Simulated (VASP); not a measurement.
Write the native input for VASP 6.6.1 that does the following.

```yaml
Task: single point
Functional: LDA
Potentials_or_basis: VASP PAW LDA potentials, release 64 (Cd, F)
Cutoff: 520 eV
k_mesh: 8 × 8 × 8
Occupations: gaussian, width 0.05 eV
Spin: no spin polarisation
Dipole_correction: no
Further_INCAR_settings: ALGO = Normal; EDIFF = 1e-06; NBANDS = 20
```

The structure of CdF2 lies in POSCAR:

```
CdF2
1.0
    0.0000000000      2.6488277134      2.6488277134
    2.8474897919      0.0000000000      2.6488277134
    2.8474897919      2.6488277134      0.0000000000
Cd F
1 2
Direct
    0.0000000000      0.0000000000      0.0000000000
    0.2500000000      0.2500000000      0.2500000000
    0.7500000000      0.7500000000      0.7500000000
```

The cell isn't the ideal one: strain +0.0750 x Voigt [1, 0, 0, 0, 0, 0], atoms carried along.

These files were run (other wordings do the same):

INCAR

```
PREC = Accurate
ENCUT = 520
EDIFF = 1E-6
ISMEAR = 0
SIGMA = 0.05
LREAL = False
LASPH = True
NELM = 80
ALGO = Normal
ISIF = 2
LWAVE = False
LCHARG = False
NBANDS = 20
```

KPOINTS

```
Automatic mesh
0
Gamma
  8 8 8
```

Potentials or basis: VASP PAW LDA potentials, release 64 (Cd, F).

The run is started by

```sh
$ cat potpaw_LDA.64/Cd/POTCAR potpaw_LDA.64/F/POTCAR > POTCAR
$ mpirun -np 1 vasp_std > vasp.out
```

It gave:

The pressure is -6.9 GPa. The band gap on the k mesh is 2.59 eV, indirect (least direct gap 3.06 eV).

Wall time 23 s on 1 thread of Intel(R) Xeon(R) Platinum 8488C (Sapphire Rapids) (shared host), peak memory 0.17 GiB.
